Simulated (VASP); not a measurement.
Output of a VASP run:

**OSZICAR**
```
       N       E                     dE             d eps       ncg     rms          rms(c)
DAV:   1     0.890975045354E+02    0.89098E+02   -0.94404E+03   910   0.168E+03
DAV:   2    -0.238059057342E+01   -0.91478E+02   -0.87381E+02   960   0.294E+02
DAV:   3    -0.856568037822E+01   -0.61851E+01   -0.61573E+01  1155   0.772E+01
DAV:   4    -0.864412483954E+01   -0.78444E-01   -0.78413E-01   990   0.902E+00
DAV:   5    -0.864531265014E+01   -0.11878E-02   -0.11878E-02  1145   0.110E+00    0.788E+00
DAV:   6    -0.824030932923E+01    0.40500E+00   -0.98843E-01  1308   0.390E+01    0.599E+00
DAV:   7    -0.821445503969E+01    0.25854E-01   -0.33871E-01   945   0.635E+00    0.278E+00
DAV:   8    -0.820849400387E+01    0.59610E-02   -0.59349E-03  1143   0.109E+00    0.702E-01
DAV:   9    -0.820787690126E+01    0.61710E-03   -0.11334E-03  1025   0.356E-01    0.108E-01
DAV:  10    -0.820789670153E+01   -0.19800E-04   -0.91581E-05  1025   0.118E-01    0.483E-02
DAV:  11    -0.820789360809E+01    0.30934E-05   -0.74526E-06  1369   0.780E-02    0.542E-03
DAV:  12    -0.820789372530E+01   -0.11721E-06   -0.13427E-06  1030   0.984E-03    0.181E-03
DAV:  13    -0.820789371123E+01    0.14076E-07   -0.73512E-08   560   0.720E-03
   1 F= -.82078937E+01 E0= -.82078937E+01  d E =-.343223E-11
```

OUTCAR:
```
------------------------ aborting loop because EDIFF is reached ----------------------------------------
  FORCE on cell =-STRESS in cart. coord.  units (eV):
  Direction    XX          YY          ZZ          XY          YZ          ZX
  --------------------------------------------------------------------------------------
  Total       -0.0063205     -0.0063205     -0.0063205     -0.0000000     -0.0000000      0.0000000
  in kB       -0.2717111     -0.2717111     -0.2717111     -0.0000000     -0.0000000      0.0000000
  external PRESSURE =      -0.2717111 kB  Pullay stress =       0.0000000 kB
  volume of cell :       37.27
      direct lattice vectors                 reciprocal lattice vectors
     0.000000000  2.651198404  2.651198404    -0.188593958  0.188593958  0.188593958
     2.651198404  0.000000000  2.651198404     0.188593958 -0.188593958  0.188593958
     2.651198404  2.651198404  0.000000000     0.188593958  0.188593958 -0.188593958
  FREE ENERGIE OF THE ION-ELECTRON SYSTEM (eV)
  ---------------------------------------------------
  free  energy   TOTEN  =        -8.2078937112 eV

  energy  without entropy=       -8.2078937112  energy(sigma->0) =       -8.20789371
```
(Selected blocks of OUTCAR.)

**POSCAR**
```
ZnS
1
    0.0000000000     2.6511984042     2.6511984042
    2.6511984042     0.0000000000     2.6511984042
    2.6511984042     2.6511984042     0.0000000000
Zn S
1 1
Direct
  0.0000000000   0.0000000000   0.0000000000
  0.2500000000   0.2500000000   0.2500000000
```

Write an INCAR and KPOINTS that could have produced this output.

Several could match; the one computed here: the input of the run itself, LDA (Ceperley-Alder, Perdew-Zunger), plane waves, VASP's LDA PAW potentials (set 64).

INCAR:
```
LREAL = .FALSE.   # projection in real space or not
ISMEAR = 0   # Gaussian
ISIF = 2   # forces and stress, cell fixed
LMAXMIX = 4   # l cut-off of mixed one-centre charges
NELM = 100   # most electronic steps
PREC = Accurate
LASPH = .TRUE.   # aspherical one-centre terms
LWAVE = .FALSE.
SYSTEM = ZnS
ALGO = Normal   # blocked Davidson
EDIFF = 1E-7
SIGMA = 0.05   # width (eV)
LCHARG = .FALSE.
ENCUT = 520   # plane-wave cut-off (eV)
```

### KPOINTS
```
Automatic mesh
0
Gamma
9 9 9
0 0 0
```

POTCAR, in this order: Zn S (LDA.64 set). Program: vasp_std.

The compound is ZnS in the zinc blende structure. It was relaxed first, which changed the volume by -6 %.
